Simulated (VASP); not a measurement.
Computed with PBE GGA, VASP's PBE PAW potentials (set 64) (plane waves; VASP).

Input for VASP

KPOINTS:
```
k-points along high-symmetry lines
15
Line-mode
Reciprocal
  0.000000   0.000000   0.000000 ! GAMMA
  0.000000   0.500000   0.000000 ! X

  0.000000   0.500000   0.000000 ! X
  0.500000   0.500000   0.000000 ! M

  0.500000   0.500000   0.000000 ! M
  0.000000   0.000000   0.000000 ! GAMMA

  0.000000   0.000000   0.000000 ! GAMMA
  0.500000   0.500000   0.500000 ! R

  0.500000   0.500000   0.500000 ! R
  0.000000   0.500000   0.000000 ! X

  0.500000   0.500000   0.500000 ! R
  0.500000   0.500000   0.000000 ! M
```

### POSCAR
```
Be3CdSe4
1
    5.4485150443     0.0000000000     0.0000000000
   -0.0000000000     5.4485150443     0.0000000000
    0.0000000000     0.0000000000     5.4485150443
Cd Se Be
1 4 3
Direct
  1.0000000000   1.0000000000   1.0000000000
  0.2727649335   0.2727649335   0.2727649335
  0.7272350665   0.7272350665   0.2727649335
  0.7272350665   0.2727649335   0.7272350665
  0.2727649335   0.7272350665   0.7272350665
  0.5000000000   0.5000000000   0.0000000000
  0.5000000000   1.0000000000   0.5000000000
  1.0000000000   0.5000000000   0.5000000000
```

**INCAR**
```
# general
SYSTEM  = Be3CdSe4
PREC    = Accurate
ENCUT   = 400   # plane-wave cut-off (eV)
LREAL   = .False.
LASPH   = .True.   # aspherical one-centre terms
ICHARG  = 11

# electronic loop
EDIFF   = 1E-6
NELM    = 100   # most electronic steps
ALGO    = Normal
LMAXMIX = 4   # l cut-off of mixed one-centre charges

# smearing
ISMEAR  = 0   # Gaussian
SIGMA   = 0.05   # width (eV)

# functional
GGA     = PE   # PBE

# output
LWAVE   = .False.
LCHARG  = .False.
```

POTCAR, in this order: Cd Se Be (PBE.64 set). Program: vasp_std. Read from the step before: CHGCAR.

Output

### OUTCAR
```
 ion  position               nearest neighbor table
   1  0.000  0.000  0.000-   2 2.57   3 2.57   4 2.57   5 2.57
   2  0.273  0.273  0.273-   6 2.30   7 2.30   8 2.30   1 2.57
   3  0.727  0.727  0.273-   6 2.30   7 2.30   8 2.30   1 2.57
   4  0.727  0.273  0.727-   6 2.30   7 2.30   8 2.30   1 2.57
   5  0.273  0.727  0.727-   6 2.30   7 2.30   8 2.30   1 2.57
   6  0.500  0.500  0.000-   2 2.30   3 2.30   4 2.30   5 2.30
   7  0.500  0.000  0.500-   2 2.30   3 2.30   4 2.30   5 2.30
   8  0.000  0.500  0.500-   2 2.30   3 2.30   4 2.30   5 2.30
  LATTYP: Found a simple cubic cell.
 ALAT       =     5.4485150443
 Subroutine PRICEL returns:
 Original cell was already a primitive cell.
 Subroutine GETGRP returns: Found 24 space group operations
The static configuration has the point symmetry T_d .
The dynamic configuration has the point symmetry T_d .
 Subroutine INISYM returns: Found 24 space group operations
   k-points           NKPTS =     90   k-points in BZ     NKDIM =     90   number of bands    NBANDS=     26
   number of dos      NEDOS =    301   number of ions     NIONS =      8
   total plane-waves  NPLWV =  46656
   dimension x,y,z NGX =    36 NGY =   36 NGZ =   36
   dimension x,y,z NGXF=    72 NGYF=   72 NGZF=   72
   ions per type =               1   4   3
   PREC   = accura    normal or accurate (medium, high low for compatibility)
   ISTART =      0    job   : 0-new  1-cont  2-samecut
   ICHARG =     11    charge: 1-file 2-atom 10-const
   ISPIN  =      1    spin polarized calculation?
   LNONCOLLINEAR =      F non collinear calculations
   LSORBIT =      F    spin-orbit coupling
   INIWAV =      1    electr: 0-lowe 1-rand  2-diag
   ENCUT  =  400.0 eV  29.40 Ry    5.42 a.u.   8.89  8.89  8.89*2*pi/ulx,y,z
   NELM   =    100;   NELMIN=  2; NELMDL= -5     # of ELM steps
   EDIFF  = 0.1E-05   stopping-criterion for ELM
   LREAL  =      F    real-space projection
   NLSPLINE    = F    spline interpolate recip. space projectors
   LMAXMIX     =    4 max onsite mixed and CHGCAR
   VOSKOWN=      0    Vosko Wilk Nusair interpolation
   EDIFFG = 0.1E-04   stopping-criterion for IOM
   NSW    =      0    number of steps for IOM
   NBLOCK =      1;   KBLOCK =      1    inner block; outer block
   IBRION =     -1    ionic relax: 0-MD 1-quasi-New 2-CG
   NFREE  =      0    steps in history (QN), initial steepest desc. (CG)
   ISIF   =      2    stress and relaxation
   ISYM   =      2    0-nonsym 1-usesym 2-fastsym
   TEIN   =    0.0    initial temperature
   TEBEG  =    0.0;   TEEND  =   0.0 temperature during run
   SMASS  =  -3.00    Nose mass-parameter (am)
   PSTRESS=    0.0 pullay stress
   NELECT =      42.0000    total number of electrons
   EFERMI =   0.00;   METHOD = LEGACY
   ISMEAR =     0;   SIGMA  =   0.05  broadening in eV -4-tet -1-fermi 0-gaus
   IALGO  =     38    algorithm
   LDIAG  =      T    sub-space diagonalisation (order eigenvalues)
   IMIX   =      4    mixing-type and parameters
     AMIX     =   0.40;   BMIX     =  1.00
     AMIX_MAG =   1.60;   BMIX_MAG =  1.00
     AMIN     =   0.10
   GGA     = PE    functional components
   VOSKOWN =     0    Vosko Wilk Nusair interpolation
   LHFCALC =     F    Hartree Fock is set to
   LHFONE  =     F    Hartree Fock one center treatment
   AEXX    =    0.0000 exact exchange contribution
   IVDW    =     0    specifies the selected vdW correction
   LEPSILON=     F    determine dielectric tensor
   LRPA    =     F    only Hartree local field effects (RPA)
  energy-cutoff  :      400.00
  volume of cell :      161.75
      direct lattice vectors                 reciprocal lattice vectors
     5.448515044  0.000000000  0.000000000     0.183536246  0.000000000  0.000000000
     0.000000000  5.448515044  0.000000000     0.000000000  0.183536246  0.000000000
     0.000000000  0.000000000  5.448515044     0.000000000  0.000000000  0.183536246
 k-point     1 :   0.0000 0.0000 0.0000  plane waves:    2945
 k-point     2 :   0.0000 0.0357 0.0000  plane waves:    2945
 k-point     3 :   0.0000 0.0714 0.0000  plane waves:    2941
 k-point     4 :   0.0000 0.1071 0.0000  plane waves:    2933
...
```

### OSZICAR
```
       N       E                     dE             d eps       ncg     rms          rms(c)
DAV:   1     0.201106201915E+03    0.20111E+03   -0.16097E+04  4680   0.113E+03
DAV:   2    -0.150505728351E+02   -0.21616E+03   -0.21178E+03  5666   0.254E+02
DAV:   3    -0.300519410083E+02   -0.15001E+02   -0.14932E+02  5956   0.707E+01
DAV:   4    -0.302439588442E+02   -0.19202E+00   -0.19174E+00  5796   0.786E+00
DAV:   5    -0.302466447030E+02   -0.26859E-02   -0.26850E-02  5998   0.842E-01
DAV:   6    -0.302466817746E+02   -0.37072E-04   -0.37069E-04  5922   0.982E-02
DAV:   7    -0.302466827590E+02   -0.98444E-06   -0.98436E-06  5924   0.140E-02
   1 F= -.30246683E+02 E0= -.30246683E+02  d E =-.298242E-11
```

**OUTCAR**
```
 val. band max:        2.4213666450   @ k =   0.0000   0.0000   0.0000

 cond. band min:       5.0244279834   @ k =   0.0000   0.0000   0.0000



 k-point     1 :       0.0000    0.0000    0.0000
  band No.  band energies     occupation
      1     -10.9299      2.00000
      2      -9.5926      2.00000
      3      -9.5926      2.00000
      4      -9.5926      2.00000
      5      -5.1698      2.00000
      6      -5.1698      2.00000
      7      -5.1402      2.00000
      8      -5.1402      2.00000
      9      -5.1402      2.00000
     10      -2.2898      2.00000
     11      -2.2598      2.00000
     12      -2.2598      2.00000
     13      -0.1004      2.00000
     14      -0.1004      2.00000
     15      -0.1004      2.00000
     16       0.0056      2.00000
     17       0.0056      2.00000
     18       0.0056      2.00000
     19       2.4214      2.00000
     20       2.4214      2.00000
     21       2.4214      2.00000
     22       5.0244      0.00000
     23       5.2213      0.00000
     24       5.2213      0.00000
     25       5.2213      0.00000
     26       5.6271      0.00000

 k-point     2 :       0.0000    0.0357    0.0000
  band No.  band energies     occupation
      1     -10.9268      2.00000
      2      -9.5974      2.00000
      3      -9.5925      2.00000
      4      -9.5925      2.00000
      5      -5.1710      2.00000
      6      -5.1695      2.00000
      7      -5.1407      2.00000
      8      -5.1400      2.00000
      9      -5.1400      2.00000
     10      -2.2815      2.00000
     11      -2.2579      2.00000
     12      -2.2514      2.00000
     13      -0.1137      2.00000
     14      -0.1137      2.00000
     15      -0.1067      2.00000
     16      -0.0062      2.00000
     17       0.0155      2.00000
     18       0.0155      2.00000
     19       2.3868      2.00000
     20       2.4150      2.00000
     21       2.4150      2.00000
     22       5.0542      0.00000
     23       5.2301      0.00000
...
```

The density is held fixed in this step, so its total energy and stress have no physical meaning.

The structure was generated: Be3CdSe4 was put into an ordered model structure (P-43m), which need not be its known phase. It was relaxed first.
